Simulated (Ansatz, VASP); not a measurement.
## PtF2: VASP beside Ansatz

Contents of INCAR:

```
  ALGO = Normal
  EDIFF = 1E-7
  ENCUT = 520
  GGA = PE
  ISIF = 2
  ISMEAR = 0
  LASPH = T
  LCHARG = F
  LREAL = F
  LWAVE = F
  NBANDS = 19
  NELM = 100
  PREC = Accurate
  SIGMA = 0.1
```

Contents of KPOINTS:

```
k-points
0
Gamma
  6 6 6
```

POSCAR

```
PtF2
1.0
    0.0000000000      2.7112193400      2.7112193400
    2.7112193400      0.0000000000      2.7112193400
    2.7112193400      2.7112193400      0.0000000000
Pt F
1 2
Direct
    0.5000000000      0.5000000000      0.5000000000
    0.2500000000      0.2500000000      0.2500000000
    0.7500000000      0.7500000000      0.7500000000
```

Input for Ansatz:

```yaml
crystal:
  lattice:
    - [0.0, 2.71121934, 2.71121934]
    - [2.71121934, 0.0, 2.71121934]
    - [2.71121934, 2.71121934, 0.0]
  atoms:
    - { symbol: Pt, position: [0.5, 0.5, 0.5] }
    - { symbol: F, position: [0.25, 0.25, 0.25] }
    - { symbol: F, position: [0.75, 0.75, 0.75] }
basis:
  ecutwfc: 420
kpoints:
  mp_grid: { grid: [6, 6, 6] }
hamiltonian:
  xc: pbe
scf:
  occupations: { method: gaussian, width: 0.1 }
  lower_state_search: "off"
output:
  forces: true
  stress: true
  eigenvalues: true
```

Alike in both runs: task single point; functional PBE; k mesh 6 × 6 × 6; occupations gaussian, width 0.1 eV; no spin polarisation.

|  | VASP | Ansatz |
| --- | --- | --- |
| version | VASP 6.6.1 | Ansatz 0.2.0 |
| potentials or method | VASP PAW PBE potentials, release 64 (Pt, F) | scalar-relativistic, plane waves, PAW |
| plane-wave cutoff (eV) | 520 | 420 |
| valence electrons in the cell | 24 | 32 |

```tsv
	VASP	Ansatz	Ansatz less VASP
gap on the k mesh at the Fermi level (eV)	none	none	-
pressure (GPa)	1.2	1.6	+0.41
```

A gap of «none» marks a metal or a gap that the smearing closes. The two sets of potentials don't hold the same shells in valence.

Spin-orbit coupling is left out, which matters for the levels of Pt.
